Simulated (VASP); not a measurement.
Input:

```
CdMgTe2
1.0
   -3.22810     3.22810     6.47047
    3.22810    -3.22810     6.47047
    3.22810     3.22810    -6.47047
Mg Cd Te
2 2 4
Direct
  0.75000   0.25000   0.50000
  0.00000   0.00000   0.00000
  0.25000   0.75000   0.50000
  0.50000   0.50000   0.00000
  0.62939   0.62500   0.50439
  0.37500   0.87939   0.00439
  0.12061   0.12500   0.49561
  0.87500   0.37061   0.99561
```

Computed with PBEsol GGA, VASP's PBE PAW potentials (set 64) (plane waves; VASP 6.6.1). Run with 400 eV cut-off, 9×9×9 Γ-centred mesh, Gaussian smearing of 0.010 eV, potentials Mg Cd Te.

Unless said otherwise, spin-orbit coupling is left out, though it shifts the bands of the heavy elements here.

Question: Predict the energy per atom (σ→0), band gap (on the k-mesh) with the smallest direct gap where there is one.

Answer: 
The band gap (on the k-mesh) is 1.51 eV, the smallest direct gap (on the k-mesh) is 1.51 eV and the energy per atom (σ→0) comes out as -3.093 eV/atom.

Total energies compare only between runs with the same potentials, cut-off and functional.

The structure comes from a computed database's MgCdTe2 entry (I-42d); how it stands against other phases isn't given here. It was relaxed first.
